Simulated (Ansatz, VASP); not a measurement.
AgAs: VASP beside Ansatz

File INCAR:

```
SYSTEM = AgAs
ALGO = Normal ; EDIFF = 1E-7
ENCUT = 520 ; GGA = PE
ISIF = 2 ; ISMEAR = -1
LASPH = .TRUE. ; LCHARG = .FALSE.
LREAL = .FALSE. ; LWAVE = .FALSE.
NBANDS = 24 ; NELM = 80
PREC = Accurate ; SIGMA = 0.05
```

The input KPOINTS:

```
k-points
0
G
  6 9 5
  0 0 0
```

File POSCAR:

```
AgAs
1.0
    5.0892770888      0.0000000000      0.0000000000
    0.0000000000      3.0188584289      0.0000000000
    0.0000000000      0.0000000000      5.2741502269
Ag As
2 2
Direct
    0.7500000000      0.0000000000      0.1647710000
    0.2500000000      0.0000000000      0.8352290000
    0.2500000000      0.5000000000      0.3343550000
    0.7500000000      0.5000000000      0.6656450000
```

The input input.yaml:

```yaml
crystal:
  lattice:
    - [5.0892770888, 0.0, 0.0]
    - [0.0, 3.0188584289, 0.0]
    - [0.0, 0.0, 5.2741502269]
  atoms:
    - { symbol: Ag, position: [0.75, 0.0, 0.164771] }
    - { symbol: Ag, position: [0.25, 0.0, 0.835229] }
    - { symbol: As, position: [0.25, 0.5, 0.334355] }
    - { symbol: As, position: [0.75, 0.5, 0.665645] }
hamiltonian:
  xc: pbe
  pseudopotentials: { kind: paw }
kpoints:
  mp_grid: { grid: [6, 9, 5] }
scf:
  occupations: { method: fermi_dirac, width: 0.05 }
output:
  forces: true
  stress: true
  eigenvalues: true
```

Change from the starting cell: volume scaled by 1.06.

Alike in both runs: task single point; functional PBE; k mesh 6 × 9 × 5; occupations fermi-dirac, width 0.05 eV; no spin polarisation.

```csv
,VASP,Ansatz
version,VASP 6.6.1,Ansatz 0.2.0
potentials or method,"VASP PAW PBE potentials, release 64 (Ag, As)",Ansatz PAW
plane-wave cutoff (eV),520,420
valence electrons in the cell,32,68
```

|  | VASP | Ansatz | Ansatz less VASP |
| --- | --- | --- | --- |
| gap on the k mesh at the Fermi level (eV) | none | none | - |
| pressure (GPa) | -4.9 | -4.9 | +0.01 |
| largest component of the traceless stress (GPa) | 0.47 | 0.47 | -0.006 |
| rms of the force components (eV/Å) | 0.056 | 0.055 | -0.0008 |

Atom by atom the forces differ by 0.001 eV/Å (rms over components). A gap of «none» marks a metal or a gap that the smearing closes. The two sets of potentials don't hold the same shells in valence.
